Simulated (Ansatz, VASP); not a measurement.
# BaTiO3: VASP beside Ansatz, part 3 of 3

One calculation is typed for both programs; each brings its own data sets. How far apart do they land? The cell is taken from a series of runs on this material, whose earlier steps may have relaxed, scaled, displaced or heated it; both programs get it as it stands.

VASP 6.6.1 and Ansatz 0.2.0.

So far: The structure; VASP: zone-centre phonons, LDA.

## Step 3: Ansatz: zone-centre phonons, LDA

Level of this step: Ansatz beside VASP: Kohn-Sham DFT, plane waves, LDA (Ansatz).

Ansatz runs on its PAW soft_1 files.

The same cell, functional (in two slightly different forms) and mesh now go to Ansatz, which takes its cutoff from its data sets.

The input, input.yaml:

```yaml
crystal:
  lattice:
    - [2.8053785707, 1.619686073, 2.2975622775]
    - [-2.8053785707, 1.619686073, 2.2975622775]
    - [0.0, -3.239372146, 2.2975622775]
  atoms:
    - { symbol: O, position: [0.5094192367, 0.5094192367, 0.0154972833] }
    - { symbol: O, position: [0.0154972833, 0.5094192367, 0.5094192367] }
    - { symbol: O, position: [0.5094192367, 0.0154972833, 0.5094192367] }
    - { symbol: Ti, position: [0.4872448763, 0.4872448763, 0.4872448763] }
    - { symbol: Ba, position: [0.997619367, -0.002380633, -0.002380633] }
kpoints:
  mp_grid: { grid: [9, 9, 9] }
hamiltonian:
  xc: lda
  pseudopotentials: { kind: paw, azcp: { folder: soft_1 }, xc_functional: pbe }
scf:
  occupations: { method: fixed }
output:
  eigenvalues: true
phonons:
  method: dfpt
  dielectric: true
  rigid_motions: translations
```

On the command line:

```bash
> ansatz run input.yaml --threads 8 --pin off --max-ram 16384MiB --backend cpu --events-out ev --progress --plain --runs-dir out
```

Numbers of over 12 decimals in the logs are rounded to 6 here.

The program printed:

```text
Engine: ansatz 0.2.0, aarch64-unknown-linux-gnu
Pseudopotentials: kind: paw
Pseudopotential: O, paw, valence charge 6, recommended cutoff 420 eV (normal), soft_1/O.paw.azcp
Pseudopotential: Ti, paw, valence charge 12, recommended cutoff 420 eV (normal), soft_1/Ti.paw.azcp
Pseudopotential: Ba, paw, valence charge 10, recommended cutoff 420 eV (normal), soft_1/Ba.paw.azcp
Functional definition: SPW92
  exchange = slater_x
  correlation = pw_c
Crystal: 5 atoms, lattice volume = 62.638 Å³
Basis set: ecut = 420 eV, 1231 PW (Γ), exchange–correlation on 54×54×54 points (8 copies of the dense FFT grid, shifted against one another)
Bands: 25, of which v1, the nominal top of the filled ones, is band 20 counted from 1 (19 counted from 0)
Symmetry: 6 space group operations
k-points: 365 of 729 (irreducible under 1 space group operation, time reversal used)
Non-local potential: O, projectors of the file, l = 0: 2, l = 1: 2, l = 2: 1
Non-local potential: Ti, projectors of the file, l = 0: 3, l = 1: 2, l = 2: 3, l = 3: 1
Non-local potential: Ba, projectors of the file, l = 0: 3, l = 1: 2, l = 2: 2, l = 3: 2
PAW form: soft (Blöchl's): semilocal exchange-correlation on the pseudo side does not see the compensation charge
PAW frozen core: O, regenerated for the run's functional, and the local potential with it (the file was generated under x = pbe(κ = 0.804, μ = 0.219515), c = pbe(β = 0.066725))
PAW frozen core: Ti, regenerated for the run's functional, and the local potential with it (the file was generated under x = pbe(κ = 0.804, μ = 0.219515), c = pbe(β = 0.066725))
PAW frozen core: Ba, regenerated for the run's functional, and the local potential with it (the file was generated under x = pbe(κ = 0.804, μ = 0.219515), c = pbe(β = 0.066725))
PAW one-centre angular grid: O, 110 points (default); XC on 64 Gauss nodes
PAW one-centre angular grid: Ti, 590 points (default); XC on 64 Gauss nodes
PAW one-centre angular grid: Ba, 194 points (default); XC on 64 Gauss nodes
Initial density: superposition of atomic densities (chi_scale 0.1, normalization cell, long waves kept (reshape's long-wave potential 0.00 eV rms))
Initial wavefunctions: pseudopotential atomic-orbital guess
Functional: x = slater, c = lda
SCF iter   1: F=—  HF=-9905.115014 eV  |F-HF|=—  |Δ(HF+E_count)|=         —  Δρ=5.49e-2  dr2=1.89e0  ethr=3.10e-3  ⟨swp⟩=4.8  Hψ=35561  notcnv=0  defer=760
preconditioner: auto → Resta (q_TF=auto, 2.532 Å⁻¹)  ε∞=5.9  [insulator: Δε(μ)=2.580 eV  Ē_g=11.635 eV  n_scr=18 (ndim 8)  ℏωp=25.7 eV  f_vac=0.000  ε∞_Penn≈5.9]
SCF iter   2: F=—  HF=-9904.733725 eV  |F-HF|=—  |Δ(HF+E_count)|=   3.81e-1  Δρ=2.34e-2  dr2=4.57e-1  ethr=3.10e-3  ⟨swp⟩=2.6  Hψ=17103  notcnv=0  defer=412
SCF iter   3: F=—  HF=-9904.656312 eV  |F-HF|=—  |Δ(HF+E_count)|=   7.74e-2  Δρ=1.41e-2  dr2=1.18e-1  ethr=1.14e-3  ⟨swp⟩=2.0  Hψ=15699  notcnv=0  defer=731
SCF iter   4: F=—  HF=-9904.638204 eV  |F-HF|=—  |Δ(HF+E_count)|=   1.81e-2  Δρ=7.61e-3  dr2=4.00e-2  ethr=2.94e-4  ⟨swp⟩=2.0  Hψ=13380  notcnv=0  defer=735
SCF iter   5: F=—  HF=-9904.630730 eV  |F-HF|=—  |Δ(HF+E_count)|=   7.47e-3  Δρ=2.16e-3  dr2=3.12e-3  ethr=1.00e-4  ⟨swp⟩=2.0  Hψ=12773  notcnv=0  defer=1046
SCF iter   6: F=—  HF=-9904.630124 eV  |F-HF|=—  |Δ(HF+E_count)|=   6.06e-4  Δρ=4.59e-4  dr2=1.35e-4  ethr=7.80e-6  ⟨swp⟩=2.1  Hψ=13313  notcnv=0  defer=1087
SCF iter   7: F=—  HF=-9904.630101 eV  |F-HF|=—  |Δ(HF+E_count)|=   2.25e-5  Δρ=6.37e-5  dr2=2.78e-6  ethr=3.38e-7  ⟨swp⟩=2.9  Hψ=15021  notcnv=0  defer=434
SCF iter   8: F=—  HF=-9904.630099 eV  |F-HF|=—  |Δ(HF+E_count)|=   2.18e-6  Δρ=4.07e-6  dr2=1.05e-8  ethr=6.94e-9  ⟨swp⟩=2.8  Hψ=15392  notcnv=0  defer=372
SCF iter   9: F=—  HF=-9904.630099 eV  |F-HF|=—  |Δ(HF+E_count)|=  5.77e-10  Δρ=1.19e-6  dr2=7.87e-10  ethr=2.62e-11  ⟨swp⟩=2.2  Hψ=14219  notcnv=0  defer=372
SCF iter  10: F=-9904.630099 eV  HF=-9904.630099 eV  |F-HF|=1.27e-11  |Δ(HF+E_count)|=  1.47e-10  Δρ=2.75e-7  dr2=3.53e-11  ethr=1.00e-12  ⟨swp⟩=11.8  Hψ=59646  notcnv=0
SCF 1 converged in 10 iterations: F = -9904.630099 eV  dr2 = 3.53e-11
  greatest PAW one-centre occupation: 0.998 electrons in one spin orbital (limit 2), on the Ti atom at site 3 (counted from 0), in its partial waves of l = 0
NSCF: frozen V_eff on 13 k-points
DFPT response loops at Γ: preconditioner auto → none (the input reference at scf.mixing.eps_inf says where Resta's filter doesn't serve); β = 0.50; Broyden in place of MSR1
── the response to a field inside a basis, on 10×10×10 k-points: an SCF that follows is theirs, and a resumed run solves both again ──
Bands: 21, of which v1, the nominal top of the filled ones, is band 20 counted from 1 (19 counted from 0)
k-points: 110 of 1000 (time reversal used)
Initial density: handed on by an earlier stage of this run
Initial wavefunctions: pseudopotential atomic-orbital guess (no wavefunctions were taken with the density)
Eigensolver: Dense (110 Hₖ)
SCF iter   1: F=—  HF=-9904.622081 eV  |F-HF|=—  |Δ(HF+E_count)|=         —  Δρ=3.58e-4  dr2=1.66e-5  ethr=1.00e-1
preconditioner: auto → Resta (q_TF=auto, 2.532 Å⁻¹)  ε∞=7.1  [insulator: Δε(μ)=2.360 eV  Ē_g=10.768 eV  n_scr=18 (ndim 8)  ℏωp=26.5 eV  f_vac=0.000  ε∞_Penn≈7.1]
SCF iter   2: F=—  HF=-9904.622077 eV  |F-HF|=—  |Δ(HF+E_count)|=   3.98e-6  Δρ=1.58e-4  dr2=7.61e-6  ethr=4.16e-8
SCF iter   3: F=—  HF=-9904.622076 eV  |F-HF|=—  |Δ(HF+E_count)|=   1.03e-6  Δρ=8.90e-5  dr2=1.63e-6  ethr=1.90e-8
SCF iter   4: F=-9904.622076 eV  HF=-9904.622076 eV  |F-HF|=2.72e-8  |Δ(HF+E_count)|=   3.39e-7  Δρ=1.19e-5  dr2=6.19e-8  ethr=4.08e-9
SCF 1 converged in 4 iterations: F = -9904.622076 eV  dr2 = 6.19e-8
DFPT response loops at Γ: mixed as the last ones told, above
SCF converged after 10 iterations
Free energy (F): -9904.630099 eV
Harris-Foulkes:  -9904.630099 eV  (|F-HF|=1.27e-11)
Internal energy: -9904.630099 eV  (E = F + TS)
E sigma→0 (E₀):  -9904.630099 eV
Fermi energy:    10.140126 eV
--- Per-component energies (eV) ---
  E_band       = -136.894001
  E_kinetic    = 945.174487
  E_local      = -2166.333776  (includes V_loc(G=0)·N_el)
  E_nonlocal   = 321.211532
  E_hartree    = 830.776843
  E_xc         = -526.830815
  E_vxc        = -550.290325  (∫ρ·V_xc dr)
  E_paw        = -6473.836004  (= ΣΔE_a)
  E_vpaw       = -348.212018  (= ΣTr[D̂ρ^β])
  E_aug_tail   = 0.002235  (compensation charges beyond the density's cutoff)
  E_ewald      = -2835.693835
  E_core_change = 0.899235  (= ΣΔE_core)
  E_smearing   = -0.000000  (= −TS)
  E_closure    = -0.000000  (closes the sum)
  Σ components = -9904.630099   (vs F -9904.630099, Δ=0.00e0)
--- Band table (eV; the first three rows and the last of 365) ---
  k-point 0: bands = [... 16 lower, 9.0321, 9.7673, 9.8989, 9.8989, 12.4594, 12.4594, 12.6092, 14.8004, ... 1 higher]
  k-point 1: bands = [... 16 lower, 8.9464, 9.5304, 9.8319, 9.8629, 12.4890, 12.6759, 12.7153, 14.8003, ... 1 higher]
  k-point 2: bands = [... 16 lower, 8.7219, 9.0944, 9.6489, 9.6781, 12.5416, 13.1165, 13.1818, 14.7975, ... 1 higher]
  k-point 364: bands = [... 16 lower, 8.8283, 8.8655, 9.1508, 9.2500, 12.9592, 13.9873, 14.0569, 15.2609, ... 1 higher]
--- Phonons (Γ-DFPT): 7 representative perturbations + reference, on 365 of 729 k-points (Σ response iterations 24) ---
  k mesh reduced under 1 symmetry operation, with k and −k counted as one. Each operation leaves every solved perturbation unchanged. A smaller set is not considered because the run solves the response to a homogeneous field
  ASR residual: 1.187e-4 → 0.000e0 eV/Å²; symmetrization residual: 9.896e-6 eV/Å²
  ASR residual per site (eV/Å²): 7.03e-5 6.78e-5 6.78e-5 1.19e-4 5.34e-5
  Γ frequencies (cm⁻¹): 0.00 0.00 0.00 164.00 164.00 169.64 204.37 204.37 258.19 276.45 294.06 294.06 474.89 474.89 516.99
  ε∞ (high-frequency dielectric tensor):
        6.186939     0.000000    -0.000000
        0.000000     6.186939    -0.000000
       -0.000000    -0.000000     5.763182
  ε⁰ (static dielectric tensor: ions relaxed, cell fixed):
       72.217884    -0.000000    -0.000000
       -0.000000    72.217884    -0.000000
       -0.000000    -0.000000    37.099280
  ε⁰ − ε∞ (ionic part):
       66.030946    -0.000000    -0.000000
       -0.000000    66.030946    -0.000000
       -0.000000    -0.000000    31.336098
  softest optical mode at Γ: 164.00 cm⁻¹; the repairs (sum rule, projections) moved no ω² at Γ by more than (1.98 cm⁻¹)²
  Born effective charges Z* (e; rows j = field, columns β = displacement):
    site 0:
        -2.00872   -0.00000    0.00000
        -0.00000   -4.28937    1.46510
         0.00000    1.29690   -2.85132
    site 1:
        -3.71921   -0.98755   -1.26881
        -0.98755   -2.57888   -0.73255
        -1.12315   -0.64845   -2.85132
    site 2:
        -3.71921    0.98755    1.26881
         0.98755   -2.57888   -0.73255
         1.12315   -0.64845   -2.85132
    site 3:
         6.64162    0.00000   -0.00000
         0.00000    6.64162   -0.00000
        -0.00000   -0.00000    5.78999
    site 4:
         2.80553    0.00000   -0.00000
         0.00000    2.80553   -0.00000
        -0.00000   -0.00000    2.76396
  Z* charge neutrality: 1.749e-3 e pre-enforcement
  solved inside a basis spanned on kpoints, on 10×10×10 k-points, its susceptibility summed on 14×14×14: ε∞ is read to err by 1.8e-2, Z* by 2.2e-2 e (field_mesh: kpoints solves on kpoints); Z* is corrected for what the basis lacks
  optical modes at Γ without the LO–TO term, one row a degenerate level:
      ω (cm⁻¹)  modes    IR ((D/Å)²/amu)
[...]
optical modes at Γ + LO–TO along q̂ = [1.0000, 0.0000, 0.0000]:
      ω (cm⁻¹)  modes    IR ((D/Å)²/amu)
[...]
optical modes at Γ + LO–TO along q̂ = [0.0000, 1.0000, 0.0000]:
      ω (cm⁻¹)  modes    IR ((D/Å)²/amu)
[...]
optical modes at Γ + LO–TO along q̂ = [0.0000, 0.0000, 1.0000]:
      ω (cm⁻¹)  modes    IR ((D/Å)²/amu)
        164.00      2            39.6384
        181.04      1             0.0678
        204.37      2            97.8415
        276.45      1             0.0000
        294.06      2             0.0029
        463.34      1             5.2935
        474.89      2            14.0177
        684.91      1            54.5269
```

In the SCF lines HF is the Harris–Foulkes energy and dr2 the Hartree energy of the density residual, in eV; the loop may stop once dr2 is under the threshold and the program's other checks hold. Hψ counts applications of the Hamiltonian.

## Step 4: Comparison

Known differences besides the potentials themselves: the two LDA forms differ slightly; fixed occupations in Ansatz, narrow Gaussian smearing in VASP; VASP's response is taken on the typed mesh, Ansatz refines its own for the field response alone; the cutoff is 420 eV in Ansatz and 600 eV in VASP; VASP's log shows a relativistic correction to its local exchange, Ansatz's none. Total energies have different zeros and are not compared.

Compared:

| quantity | Ansatz | VASP | difference |
| --- | --- | --- | --- |
| ε∞ xx | 6.19 | 6.22 | -0.50 % |
| ε∞ yy | 6.19 | 6.22 | -0.50 % |
| ε∞ zz | 5.76 | 5.79 | -0.41 % |
| Born charge of O1 (mean of the diagonal) (e) | -3.05 | -3.05 | 0.00 |
| Born charge of Ti4 (mean of the diagonal) (e) | 6.36 | 6.37 | -0.02 |
| Born charge of Ba5 (mean of the diagonal) (e) | 2.79 | 2.77 | +0.02 |
| optical mode 1 to 2 (cm⁻¹) | 164.0 | 179.3 | -8.51 % |
| optical mode 3 (cm⁻¹) | 169.6 | 181.4 | -6.47 % |
| optical mode 4 to 5 (cm⁻¹) | 204.4 | 224.3 | -8.89 % |
| optical mode 6 (cm⁻¹) | 258.2 | 270.9 | -4.69 % |
| optical mode 7 (cm⁻¹) | 276.4 | 286.1 | -3.38 % |
| optical mode 8 to 9 (cm⁻¹) | 294.1 | 303.4 | -3.08 % |
| optical mode 10 to 11 (cm⁻¹) | 474.9 | 483.1 | -1.69 % |
| optical mode 12 (cm⁻¹) | 517.0 | 525.6 | -1.65 % |

Modes are paired by rising frequency, not by their patterns, so a pair may set unlike modes beside each other; they are those without the splitting of longitudinal modes.

## Step 5: Summary of results

| Quantity | Value |
| --- | --- |
| r.m.s. difference of the optical zone-centre modes, each program's sorted by frequency (zone-centre phonons, LDA) | 13 cm⁻¹ |
| difference in optical mode 4 to 5 (zone-centre phonons, LDA) | -8.9 % |

The r.m.s. difference of the optical zone-centre modes, each program's sorted by frequency is 13 cm⁻¹ (zone-centre phonons, LDA). Among the rows given in per cent, the largest difference of the zone-centre phonons, LDA pair is in optical mode 4 to 5, -8.9 %. What causes the difference of the zone-centre phonons, LDA pair stays open here. How closely two codes agree says nothing of how well the functional describes the real material.

[Lines on the potential files, build, host, timing and source positions are cut from VASP's logs without a mark.]

[Logs are printed without paths, hosts, clocks, repeated set-up lines and the standing remarks that a program may print on its own settings, such as how far it seeks lower states.]

[Hosts, paths, dates, database ids (printed as entryN), source tags and the programs' standing remarks are cut or masked in the printed files.]
